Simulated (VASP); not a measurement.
# CeC (Fm-3m) in VASP: single point with PBE

Aim: the single point of CeC with PBE.

Program: VASP 6.6.1. These are calculated values, not measurements. Logs are shortened: lines on timing, memory, paths and dates and some standing lists are left out, and cuts for length are marked.

## 1. The crystal as given

Symmetry: Fm-3m, No. 225, cubic system. The conventional cell has a = 5.192 Å, b = 5.192 Å, c = 5.192 Å, α = 90.00°, β = 90.00°, γ = 90.00°. Around Ce (site symmetry m-3m) lie 6 C at 2.60 Å. Around C (site symmetry m-3m) lie 6 Ce at 2.60 Å.

The cell comes from a database or a generator and needn't be the stable form of this composition.

## 2. Single point, PBE, collinear spin, typed start

INCAR reads:

```
  PREC = Accurate
  ENCUT = 520
  EDIFF = 1E-6
  ISMEAR = -1
  SIGMA = 0.08
  LREAL = False
  LASPH = True
  NELM = 150
  ALGO = Normal
  ISIF = 2
  LWAVE = False
  LCHARG = False
  ISPIN = 2
  MAGMOM = 1 0
  LORBIT = 11
  LMAXMIX = 6
  GGA = PE
  NBANDS = 19
```

KPOINTS reads:

```
regular mesh
0
Gamma
  12 12 12
```

POSCAR reads:

```
CeC
1.0
    0.0000000000      2.5960195236      2.5960195236
    2.5960195236      0.0000000000      2.5960195236
    2.5960195236      2.5960195236      0.0000000000
Ce C
1 1
Direct
    0.0000000000      0.0000000000      0.0000000000
    0.5000000000      0.5000000000      0.5000000000
```

Potentials or basis: VASP PAW PBE potentials, release 64 (Ce, C).

On the command line:

```console
$ cat potpaw_PBE.64/Ce/POTCAR potpaw_PBE.64/C/POTCAR > POTCAR
$ mpirun -np 1 vasp_std > vasp.out
```

OUTCAR:

```text
PREC = Accurate
   ENCUT = 520
   EDIFF = 1E-6
   ISMEAR = -1
   LREAL = False
   LASPH = True
   NELM = 150
   ISIF = 2
   ISPIN = 2
   LORBIT = 11
   GGA = PE

 ion  position               nearest neighbor table
   1  0.000  0.000  0.000-   2 2.60   2 2.60   2 2.60   2 2.60   2 2.60   2 2.60
   2  0.500  0.500  0.500-   1 2.60   1 2.60   1 2.60   1 2.60   1 2.60   1 2.60

  LATTYP: Found a face centered cubic cell.
 ALAT       =     5.1920390472

  Lattice vectors:

 A1 = (   0.0000000000,   2.5960195236,   2.5960195236)
 A2 = (   2.5960195236,   0.0000000000,   2.5960195236)
 A3 = (   2.5960195236,   2.5960195236,   0.0000000000)

Analysis of symmetry for initial positions (statically):
=====================================================================
 Subroutine PRICEL returns:
 Original cell was already a primitive cell.

 Routine SETGRP: Setting up the symmetry group for a
 face centered cubic supercell.

 Subroutine GETGRP returns: Found 48 space group operations
 (whereof 48 operations were pure point group operations)
 out of a pool of 48 trial point group operations.

The static configuration has the point symmetry O_h .

Analysis of symmetry for dynamics (positions and initial velocities):
=====================================================================
 Subroutine PRICEL returns:
 Original cell was already a primitive cell.

 Routine SETGRP: Setting up the symmetry group for a
 face centered cubic supercell.

 Subroutine GETGRP returns: Found 48 space group operations
 (whereof 48 operations were pure point group operations)
 out of a pool of 48 trial point group operations.

The dynamic configuration has the point symmetry O_h .

Analysis of structural, dynamic, and magnetic symmetry:
=====================================================================
 Subroutine PRICEL returns:
 Original cell was already a primitive cell.

 Routine SETGRP: Setting up the symmetry group for a
 face centered cubic supercell.

 Subroutine GETGRP returns: Found 48 space group operations
 (whereof 48 operations were pure point group operations)
 out of a pool of 48 trial point group operations.

The overall configuration has the point symmetry O_h .

 Subroutine INISYM returns: Found 48 space group operations
 (whereof 48 operations are pure point group operations),
 and found     1 'primitive' translations

----------------------------------------------------------------------------------------

                                     Primitive cell

  volume of cell :      34.9908

  direct lattice vectors                    reciprocal lattice vectors
     0.000000000  2.596019524  2.596019524    -0.192602558  0.192602558  0.192602558
     2.596019524  0.000000000  2.596019524     0.192602558 -0.192602558  0.192602558
     2.596019524  2.596019524  0.000000000     0.192602558  0.192602558 -0.192602558

  length of vectors
     3.671326018  3.671326018  3.671326018     0.333597416  0.333597416  0.333597416

  position of ions in fractional coordinates (direct lattice)
     0.000000000  0.000000000  0.000000000
     0.500000000  0.500000000  0.500000000

  ion indices of the primitive-cell ions
   primitive index   ion index
                 1           1
                 2           2

----------------------------------------------------------------------------------------

 KPOINTS: regular mesh

Automatic generation of k-mesh.
 Grid dimensions read from file:
 generate k-points for:   12   12   12

 Generating k-lattice:

  Cartesian coordinates                     Fractional coordinates (reciprocal lattice)
    -0.016050213  0.016050213  0.016050213     0.083333333  0.000000000  0.000000000
     0.016050213 -0.016050213  0.016050213     0.000000000  0.083333333  0.000000000
     0.016050213  0.016050213 -0.016050213     0.000000000  0.000000000  0.083333333

  Length of vectors
     0.027799785  0.027799785  0.027799785

  Shift w.r.t. Gamma in fractional coordinates (k-lattice)
     0.000000000  0.000000000  0.000000000

 Subroutine IBZKPT returns following result:
 ===========================================

 Found     72 irreducible k-points:

 Following reciprocal coordinates:
            Coordinates               Weight
  0.000000  0.000000  0.000000      1.000000
  0.083333  0.000000  0.000000      8.000000
  0.166667  0.000000  0.000000      8.000000
  0.250000  0.000000  0.000000      8.000000
  0.333333  0.000000  0.000000      8.000000
  0.416667  0.000000  0.000000      8.000000
[... 16 lines left out ...]
  0.500000  0.166667  0.000000     24.000000
 -0.416667  0.166667  0.000000     24.000000
 [... further k-points ...]
   k-points           NKPTS =     72   k-points in BZ     NKDIM =     72   number of bands    NBANDS=     19
   number of dos      NEDOS =    301   number of ions     NIONS =      2
   total plane-waves  NPLWV =  21952
   dimension x,y,z NGX =    28 NGY =   28 NGZ =   28
   dimension x,y,z NGXF=    56 NGYF=   56 NGZF=   56
   ions per type =               1   1
   NGX,Y,Z   is equivalent  to a cutoff of  12.68, 12.68, 12.68 a.u.
   NGXF,Y,Z  is equivalent  to a cutoff of  25.36, 25.36, 25.36 a.u.
 SYSTEM =  unknown system
   PREC   = accura    normal or accurate (medium, high low for compatibility)
   ISTART =      0    job   : 0-new  1-cont  2-samecut
   ICHARG =      2    charge: 1-file 2-atom 10-const
   ISPIN  =      2    spin polarized calculation?
   LNONCOLLINEAR =      F non collinear calculations
   LSORBIT =      F    spin-orbit coupling
   LASPH  =      T    aspherical Exc in radial PAW
   ENCUT  =  520.0 eV  38.22 Ry    6.18 a.u.   6.83  6.83  6.83*2*pi/ulx,y,z
   NELM   =    150;   NELMIN=  2; NELMDL= -5     # of ELM steps
   EDIFF  = 0.1E-05   stopping-criterion for ELM
   LREAL  =      F    real-space projection
   EDIFFG = 0.1E-04   stopping-criterion for IOM
   NSW    =      0    number of steps for IOM
   IBRION =     -1    ionic relax: 0-MD 1-quasi-New 2-CG
   NFREE  =      0    steps in history (QN), initial steepest desc. (CG)
   ISIF   =      2    stress and relaxation
   ISYM   =      2    0-nonsym 1-usesym 2-fastsym
   POTIM  = 0.5000    time-step for ionic-motion
   TEBEG  =    0.0;   TEEND  =   0.0 temperature during run
   PSTRESS=    0.0 pullay stress
   NELECT =      16.0000    total number of electrons
   NUPDOWN=      -1.0000    fix difference up-down
   EMIN   =  10.00;   EMAX   =-10.00  energy-range for DOS
   EFERMI =   0.00;   METHOD = LEGACY
   ISMEAR =    -1;   SIGMA  =   0.08  broadening in eV -4-tet -1-fermi 0-gaus
   EFERMI_NEDOS =   21; number of points for ismear=-14 and -15
   IALGO  =     38    algorithm
   IMIX   =      4    mixing-type and parameters
     AMIX     =   0.40;   BMIX     =  1.00
     AMIX_MAG =   1.60;   BMIX_MAG =  1.00
  volume/ion in A,a.u.               =      17.50       118.06
  Fermi-wavevector in a.u.,A,eV,Ry     =   1.261237  2.383393 21.643060  1.590720
  Thomas-Fermi vector in A             =   2.394707
   LORBIT       =     11    0 simple, 1 ext, 2 COOP (PROOUT), +10 PAW based schemes
   GGA     = PE    functional components
   LHFCALC =     F    Hartree Fock is set to
   AEXX    =    0.0000 exact exchange contribution
   IVDW    =     0    specifies the selected vdW correction
   LEPSILON=     F    determine dielectric tensor
   LRPA    =     F    only Hartree local field effects (RPA)
 spin polarized calculation
  energy-cutoff  :      520.00
  volume of cell :       34.99
 maximum number of plane-waves:       960
   NGX = 13   NGY = 13   NGZ = 13

 number of electron      16.0000000 magnetization       0.0000246

 number of electron      16.0000000 magnetization      -0.0000565

 Free energy of the ion-electron system (eV)
  ---------------------------------------------------
  ext. energy  EPLUGINS =         0.00000000
  ---------------------------------------------------
  free energy    TOTEN  =       -15.28094467 eV

  energy without entropy =      -15.24252343  energy(sigma->0) =      -15.26173405

 E-fermi :   7.3676     XC(G=0): -11.2641

 val. band max:        7.3627104212   @ k =   0.2500   0.2500   0.0000
 cond. band min:       7.3903385778   @ k =   0.4167   0.3333   0.0833
 fundamental gap:      0.0276281566
 Fermi energy:         7.3676499315

 spin component 1

 k-point     1 :       0.0000    0.0000    0.0000
  band No.  band energies     occupation
      1     -26.5751      1.00000
      2      -8.5766      1.00000
      3      -8.5766      1.00000
      4      -8.5766      1.00000
      5      -1.7278      1.00000
      6       6.7626      0.99948
[... 11 lines left out ...]
     18      10.3065      0.00000
     19      11.7124      0.00000
[... 485 lines left out ...]
 k-point    24 :      -0.4167    0.1667    0.0000
  band No.  band energies     occupation
      1     -26.3492      1.00000
      2     -10.1440      1.00000
      3      -9.0296      1.00000
      4      -8.7725      1.00000
      5       0.1046      1.00000
      6       4.7319      1.00000
[... 11 lines left out ...]
     18      13.1883      0.00000
     19      16.2366      0.00000

 [... further k-points ...]

 spin component 2

 k-point     1 :       0.0000    0.0000    0.0000
  band No.  band energies     occupation
      1     -26.5751      1.00000
      2      -8.5766      1.00000
      3      -8.5766      1.00000
      4      -8.5766      1.00000
      5      -1.7278      1.00000
      6       6.7626      0.99948
[... 11 lines left out ...]
     18      10.3065      0.00000
     19      11.7124      0.00000
[... 485 lines left out ...]
 k-point    24 :      -0.4167    0.1667    0.0000
  band No.  band energies     occupation
      1     -26.3492      1.00000
      2     -10.1440      1.00000
      3      -9.0297      1.00000
      4      -8.7725      1.00000
      5       0.1047      1.00000
      6       4.7319      1.00000
[... 11 lines left out ...]
     18      13.1883      0.00000
     19      16.2366      0.00000

 [... further k-points ...]

------------------------ aborting loop because EDIFF is reached ----------------------------------------

  FORCE on cell =-STRESS in cart. coord.  units (eV):
  Direction    XX          YY          ZZ          XY          YZ          ZX
  --------------------------------------------------------------------------------------
  -------------------------------------------------------------------------------------
  Total       -0.0028952     -0.0028952     -0.0028952      0.0000000      0.0000000      0.0000000
  in kB       -0.1325659     -0.1325659     -0.1325659      0.0000000      0.0000000      0.0000000
  external PRESSURE =      -0.1325659 kB  Pullay stress =       0.0000000 kB

 VOLUME and BASIS-vectors are now :
 -----------------------------------------------------------------------------
  energy-cutoff  :      520.00
  volume of cell :       34.99
      direct lattice vectors                 reciprocal lattice vectors
     0.000000000  2.596019524  2.596019524    -0.192602558  0.192602558  0.192602558
     2.596019524  0.000000000  2.596019524     0.192602558 -0.192602558  0.192602558
     2.596019524  2.596019524  0.000000000     0.192602558  0.192602558 -0.192602558

 POSITION                                       TOTAL-FORCE (eV/Angst)
 -----------------------------------------------------------------------------------
      0.00000      0.00000      0.00000         0.000000      0.000000      0.000000
      2.59602      2.59602      2.59602        -0.000000     -0.000000     -0.000000
 -----------------------------------------------------------------------------------
    total drift:                                0.000000      0.000000      0.000000

  FREE ENERGIE OF THE ION-ELECTRON SYSTEM (eV)
  ---------------------------------------------------
  free  energy   TOTEN  =       -15.2809446655 eV

  energy  without entropy=      -15.2425234297  energy(sigma->0) =      -15.26173405

 total charge

# of ion       s       p       d       f       tot
--------------------------------------------------
    1        2.042   5.740   1.013   0.865   9.660
    2        0.912   1.362   0.000   0.000   2.274
--------------------------------------------------
tot          2.953   7.102   1.013   0.865  11.934

 magnetization (x)

# of ion       s       p       d       f       tot
--------------------------------------------------
    1       -0.000  -0.000  -0.000  -0.000  -0.000
    2        0.000   0.000   0.000   0.000   0.000
--------------------------------------------------
tot         -0.000   0.000  -0.000  -0.000  -0.000
```

It took 82 s on 1 thread of Intel Xeon 6975P-C (Granite Rapids), shared host; peak memory 0.24 GiB.

Results:

```
Free energy                                           : -15.2809 eV
Pressure                                              : 0.0 GPa
Band gap on the k mesh                                : none (metal or under the smearing width)
Net moment                                            : 0.00 μB per cell
Valence electrons inside the program's atomic spheres : Ce 9.66; C 2.27
```

Caveat: the magnetic or orbital state may not be the lowest; spin-orbit coupling is left out, which moves the levels of the heavy elements; without U or exact exchange the open f shell lies at the Fermi level, which spoils levels, moments and volumes. The state reached can hang on the start; a lower one may exist.
